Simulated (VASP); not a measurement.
A hop in Cu (fcc): Mg into a Cu vacancy, in a supercell of 31 atoms. Nudged elastic band with 3 images between relaxed ends, without a climbing image, so the barrier is a lower bound. All values below come from PBE GGA, VASP's PBE PAW potentials (set 64) (plane waves; VASP 6.6.1). Run with PREC = Normal, LREAL = Auto, ISYM = 0, 400 eV cut-off, 2×2×2 Monkhorst-Pack mesh, first-order Methfessel-Paxton smearing of 0.10 eV, potentials Cu Mg.

First end (POSCAR):

```
Cu30Mg
1.0
     7.263007    0.000000    0.000000
     0.000000    7.263007    0.000000
     0.000000    0.000000    7.263007
Cu Mg
30 1
Direct
     0.499805    0.000314    0.001316
     0.748538    0.250821    0.998664
     0.748524    0.997765    0.251951
     0.999656    0.999373    0.000188
     0.250865    0.250946    0.998288
     0.499603    0.502196    0.996518
     0.748288    0.749870    0.998630
     0.250787    0.997663    0.251744
     0.762517    0.504933    0.246310
     0.499581    0.995372    0.502988
     0.762236    0.245351    0.506069
     0.748322    0.997694    0.750582
     0.999667    0.500497    0.994981
     0.251023    0.749962    0.998432
     0.999997    0.248315    0.249294
     0.236801    0.505343    0.246329
     0.499685    0.742955    0.251280
     0.999749    0.994080    0.501259
     0.237085    0.245436    0.506523
     0.746969    0.745734    0.499403
     0.251177    0.997619    0.750802
     0.499862    0.250406    0.744377
     0.747154    0.498554    0.746736
     0.999452    0.753629    0.249774
     0.999728    0.500473    0.501347
     0.252173    0.745928    0.499595
     0.999471    0.249122    0.754254
     0.252207    0.498780    0.746669
     0.499740    0.747342    0.748258
     0.999585    0.747990    0.748872
     0.499282    0.269209    0.269897
```

Last end:

```
Cu30Mg
1.0
     7.263007    0.000000    0.000000
     0.000000    7.263007    0.000000
     0.000000    0.000000    7.263007
Cu Mg
30 1
Direct
     0.500146    0.002369    0.003791
     0.747490    0.250480    1.003924
     0.747338    1.002956    0.251942
     0.999379    1.001643    0.001911
     0.252007    0.250488    1.003304
     0.499480    0.498451    1.005493
     0.747922    0.751358    1.000301
     0.252148    1.002778    0.251119
     0.762196    0.503321    0.244255
     0.499420    1.004524    0.499443
     0.761935    0.243338    0.504243
     0.747739    0.999050    0.751914
     0.999605    0.499836    0.996177
     0.251139    0.751524    0.999821
     1.000113    0.248604    0.249664
     0.237043    0.504174    0.244382
     0.499564    0.752439    0.247596
     1.000032    0.995688    0.501092
     0.237650    0.243253    0.504778
     0.748638    0.751271    0.498837
     0.251757    0.998986    0.752658
     0.500009    0.246225    0.753807
     0.748527    0.498141    0.752349
     0.999527    0.754980    0.248959
     0.999550    0.500308    0.501066
     0.250533    0.751352    0.499411
     0.999498    0.248484    0.754950
     0.250542    0.498490    0.751850
     0.499988    0.748957    0.750013
     0.999241    0.749532    0.750439
     0.499372    0.480673    0.481840
```

Task: Predict the energy profile and the barrier.

Result: 
```json
[
 {"image": "0", "path length (Å)": "0.00", "E − E(first end) (eV)": "0.000"},
 {"image": "1", "path length (Å)": "0.59", "E − E(first end) (eV)": "0.142"},
 {"image": "2", "path length (Å)": "1.19", "E − E(first end) (eV)": "0.295"},
 {"image": "3", "path length (Å)": "1.78", "E − E(first end) (eV)": "0.138"},
 {"image": "4", "path length (Å)": "2.37", "E − E(first end) (eV)": "0.001"}
]
```
The highest image is number 2 (counting the first end as 0), 1.19 Å along the path. The barrier is 0.29 eV forward and 0.29 eV back; the ends differ by 0.00 eV.

The cell is a supercell with a defect, built from Cu (fcc): Mg into a Cu vacancy. The run is not spin-polarised, so no state with unpaired spins was tried.
